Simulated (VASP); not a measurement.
Level of theory: revPBE GGA, VASP's PBE PAW potentials (set 64) (plane waves; VASP).

VASP input:

POSCAR:
```
CeO2
3.8839510
  0.0000000000   0.7071067253   0.7071067253
  0.7071067253   0.0000000000   0.7071067253
  0.7071067253   0.7071067253   0.0000000000
Ce O
1 2
Direct
  0.0000000000   0.0000000000   0.0000000000
  0.2500000000   0.2500000000   0.2500000000
  0.7500000000   0.7500000000   0.7500000000
```

### KPOINTS
```
k-points along high-symmetry lines
15
Line-mode
Reciprocal
  0.000000   0.000000   0.000000 ! GAMMA
  0.500000   0.000000   0.500000 ! X

  0.500000   0.000000   0.500000 ! X
  0.625000   0.250000   0.625000 ! U

  0.375000   0.375000   0.750000 ! K
  0.000000   0.000000   0.000000 ! GAMMA

  0.000000   0.000000   0.000000 ! GAMMA
  0.500000   0.500000   0.500000 ! L

  0.500000   0.500000   0.500000 ! L
  0.500000   0.250000   0.750000 ! W

  0.500000   0.250000   0.750000 ! W
  0.500000   0.000000   0.500000 ! X
```

INCAR:
```
# general
SYSTEM   =  CeO2
PREC     =  Accurate
ENCUT    =  520
LREAL    =  .FALSE.
LASPH    =  .TRUE.
ICHARG   =  11

# electronic loop
EDIFF    =  1E-7
NELM     =  100
ALGO     =  Normal
LMAXMIX  =  6

# smearing
ISMEAR   =  0
SIGMA    =  0.05

# functional
GGA      =  RE

# output
LWAVE    =  .FALSE.
LCHARG   =  .FALSE.
LORBIT   =  11
```

POTCAR, in this order: Ce O (PBE.64 set). Program: vasp_std. Read from the step before: CHGCAR.

Output of the run:

File OUTCAR:
```
 ion  position               nearest neighbor table
   1  0.000  0.000  0.000-   3 2.38   3 2.38   3 2.38   2 2.38   2 2.38   2 2.38   3 2.38   2 2.38
  LATTYP: Found a face centered cubic cell.
 ALAT       =     5.4927357456
 Subroutine PRICEL returns:
 Original cell was already a primitive cell.
 Subroutine GETGRP returns: Found 48 space group operations
The static configuration has the point symmetry O_h .
The dynamic configuration has the point symmetry O_h .
 Subroutine INISYM returns: Found 48 space group operations
   k-points           NKPTS =     90   k-points in BZ     NKDIM =     90   number of bands    NBANDS=     16
   number of dos      NEDOS =    301   number of ions     NIONS =      3
   total plane-waves  NPLWV =  27000
   dimension x,y,z NGX =    30 NGY =   30 NGZ =   30
   dimension x,y,z NGXF=    60 NGYF=   60 NGZF=   60
   ions per type =               1   2
   PREC   = accura    normal or accurate (medium, high low for compatibility)
   ISTART =      0    job   : 0-new  1-cont  2-samecut
   ICHARG =     11    charge: 1-file 2-atom 10-const
   ISPIN  =      1    spin polarized calculation?
   LNONCOLLINEAR =      F non collinear calculations
   LSORBIT =      F    spin-orbit coupling
   INIWAV =      1    electr: 0-lowe 1-rand  2-diag
   ENCUT  =  520.0 eV  38.22 Ry    6.18 a.u.   7.22  7.22  7.22*2*pi/ulx,y,z
   NELM   =    100;   NELMIN=  2; NELMDL= -5     # of ELM steps
   EDIFF  = 0.1E-06   stopping-criterion for ELM
   LREAL  =      F    real-space projection
   NLSPLINE    = F    spline interpolate recip. space projectors
   LMAXMIX     =    6 max onsite mixed and CHGCAR
   VOSKOWN=      0    Vosko Wilk Nusair interpolation
   EDIFFG = 0.1E-05   stopping-criterion for IOM
   NSW    =      0    number of steps for IOM
   NBLOCK =      1;   KBLOCK =      1    inner block; outer block
   IBRION =     -1    ionic relax: 0-MD 1-quasi-New 2-CG
   NFREE  =      0    steps in history (QN), initial steepest desc. (CG)
   ISIF   =      2    stress and relaxation
   ISYM   =      2    0-nonsym 1-usesym 2-fastsym
   TEIN   =    0.0    initial temperature
   TEBEG  =    0.0;   TEEND  =   0.0 temperature during run
   SMASS  =  -3.00    Nose mass-parameter (am)
   PSTRESS=    0.0 pullay stress
   NELECT =      24.0000    total number of electrons
   EFERMI =   0.00;   METHOD = LEGACY
   ISMEAR =     0;   SIGMA  =   0.05  broadening in eV -4-tet -1-fermi 0-gaus
   IALGO  =     38    algorithm
   LDIAG  =      T    sub-space diagonalisation (order eigenvalues)
   IMIX   =      4    mixing-type and parameters
     AMIX     =   0.40;   BMIX     =  1.00
     AMIX_MAG =   1.60;   BMIX_MAG =  1.00
     AMIN     =   0.10
   GGA     = RE    functional components
   VOSKOWN =     0    Vosko Wilk Nusair interpolation
   LHFCALC =     F    Hartree Fock is set to
   LHFONE  =     F    Hartree Fock one center treatment
   AEXX    =    0.0000 exact exchange contribution
   IVDW    =     0    specifies the selected vdW correction
   LEPSILON=     F    determine dielectric tensor
   LRPA    =     F    only Hartree local field effects (RPA)
  energy-cutoff  :      520.00
  volume of cell :       41.43
      direct lattice vectors                 reciprocal lattice vectors
     0.000000000  2.746367873  2.746367873    -0.182058640  0.182058640  0.182058640
     2.746367873  0.000000000  2.746367873     0.182058640 -0.182058640  0.182058640
     2.746367873  2.746367873  0.000000000     0.182058640  0.182058640 -0.182058640
 k-point     1 :   0.0000 0.0000 0.0000  plane waves:    1139
 k-point     2 :   0.0357 0.0000 0.0357  plane waves:    1119
 k-point     3 :   0.0714 0.0000 0.0714  plane waves:    1107
 k-point     4 :   0.1071 0.0000 0.1071  plane waves:    1126
 k-point     5 :   0.1429 0.0000 0.1429  plane waves:    1130
 k-point     6 :   0.1786 0.0000 0.1786  plane waves:    1126
 k-point     7 :   0.2143 0.0000 0.2143  plane waves:    1114
 k-point     8 :   0.2500 0.0000 0.2500  plane waves:    1118
 k-point     9 :   0.2857 0.0000 0.2857  plane waves:    1098
 k-point    10 :   0.3214 0.0000 0.3214  plane waves:    1110
 k-point    11 :   0.3571 0.0000 0.3571  plane waves:    1102
...
```

File OSZICAR:
```
       N       E                     dE             d eps       ncg     rms          rms(c)
DAV:   1     0.184421268644E+03    0.18442E+03   -0.11859E+04  2904   0.203E+03
DAV:   2     0.598777472190E+01   -0.17843E+03   -0.17295E+03  4024   0.290E+02
DAV:   3    -0.238582557358E+02   -0.29846E+02   -0.28762E+02  4248   0.133E+02
DAV:   4    -0.251928191752E+02   -0.13346E+01   -0.13342E+01  3920   0.285E+01
DAV:   5    -0.252755941290E+02   -0.82775E-01   -0.82771E-01  4664   0.649E+00
DAV:   6    -0.252814729300E+02   -0.58788E-02   -0.58788E-02  4432   0.135E+00
DAV:   7    -0.252816716704E+02   -0.19874E-03   -0.19874E-03  4784   0.294E-01
DAV:   8    -0.252816801294E+02   -0.84590E-05   -0.84590E-05  4552   0.627E-02
DAV:   9    -0.252816808898E+02   -0.76040E-06   -0.76036E-06  4808   0.160E-02
DAV:  10    -0.252816809625E+02   -0.72685E-07   -0.72687E-07  4032   0.429E-03
   1 F= -.25281681E+02 E0= -.25281681E+02  d E =-.688810E-19
```

OUTCAR:
```
 val. band max:        4.9891899551   @ k =   0.2679   0.2679   0.5357

 cond. band min:       6.8103291901   @ k =   0.5000   0.5000   0.5000



 k-point     1 :       0.0000    0.0000    0.0000
  band No.  band energies     occupation
      1     -27.5400      2.00000
      2     -11.3112      2.00000
      3     -10.3818      2.00000
      4      -9.7392      2.00000
      5      -9.7392      2.00000
      6      -9.7392      2.00000
      7       1.3760      2.00000
      8       1.3760      2.00000
      9       1.3760      2.00000
     10       4.4397      2.00000
     11       4.4397      2.00000
     12       4.4397      2.00000
     13       7.0987      0.00000
     14       7.0987      0.00000
     15       7.0987      0.00000
     16       7.3126      0.00000

 k-point     2 :       0.0357    0.0000    0.0357
  band No.  band energies     occupation
      1     -27.5370      2.00000
      2     -11.3819      2.00000
      3     -10.3915      2.00000
      4      -9.7460      2.00000
      5      -9.7460      2.00000
      6      -9.6616      2.00000
      7       1.3952      2.00000
      8       1.3952      2.00000
      9       1.4101      2.00000
     10       4.3916      2.00000
     11       4.4492      2.00000
     12       4.4492      2.00000
     13       7.0948      0.00000
     14       7.0996      0.00000
     15       7.0996      0.00000
     16       7.3149      0.00000

 k-point     3 :       0.0714    0.0000    0.0714
  band No.  band energies     occupation
      1     -27.5288      2.00000
      2     -11.5614      2.00000
      3     -10.4197      2.00000
      4      -9.7662      2.00000
      5      -9.7662      2.00000
      6      -9.4623      2.00000
      7       1.4520      2.00000
      8       1.4520      2.00000
      9       1.5109      2.00000
     10       4.2511      2.00000
     11       4.4770      2.00000
     12       4.4770      2.00000
     13       7.0832      0.00000
     14       7.1022      0.00000
...
```

The density is held fixed in this step, so its total energy and stress have no physical meaning.

The compound is CeO2 in the fluorite structure. It was relaxed first. The run is not spin-polarised, so no magnetic state was tried.
